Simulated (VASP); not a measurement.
AlN:

```
Al N
1.0
     0.00000    2.18399    2.18399
     2.18399    0.00000    2.18399
     2.18399    2.18399    0.00000
Al N
1 1
Direct
  0.00000 0.00000 0.00000
  0.75000 0.75000 0.75000
```

Measurements of this composition are mostly on another form, of space group No. 186.

```yaml
Program: VASP 6.6.1
Task: relaxation of cell and atoms
Functional: PBE
Potentials_or_basis: VASP PAW PBE potentials, release 64 (Al, N)
Cutoff: 520 eV
k_mesh: 12 × 12 × 12
Occupations: gaussian, width 0.02 eV
Spin: no spin polarisation
```

At the start: pressure 4.6 GPa; volume 10.42 Å³/atom.

Problem. Where does the relaxation end?

Solution. Over 16 steps the energy falls by 3.4 meV/atom and the volume is 10.66 Å³/atom (+2.3 %); space group F-43m (No. 216, to 0.05 Å).

The path:
```tsv
step	energy change (eV)	largest force (eV/Å)	pressure (GPa)	volume (Å³)
1	0.0000	0.0000	4.60	20.83
2	-0.0014	0.0000	-3.81	21.75
3	-0.0067	0.0000	-0.04	21.31
4	-0.0067	0.0000	0.08	21.30
5	-0.0067	0.0000	0.08	21.30
6	-0.0067	0.0000	0.08	21.30
7	-0.0067	0.0000	0.08	21.30
8	-0.0067	0.0000	0.08	21.30
9	-0.0067	0.0000	0.08	21.30
10	-0.0067	0.0000	0.08	21.30
11	-0.0067	0.0000	0.07	21.30
12	-0.0067	0.0000	0.07	21.30
13	-0.0067	0.0000	0.07	21.30
14	-0.0067	0.0000	0.07	21.31
15	-0.0067	0.0000	0.03	21.31
16	-0.0067	0.0000	-0.01	21.31
```

Final structure:
```
CELL_PARAMETERS angstrom
0.00000 2.20058 2.20058
2.20058 0.00000 2.20058
2.20058 2.20058 0.00000
ATOMIC_POSITIONS crystal
Al 0.00000 0.00000 0.00000
N 0.75000 0.75000 0.75000
```
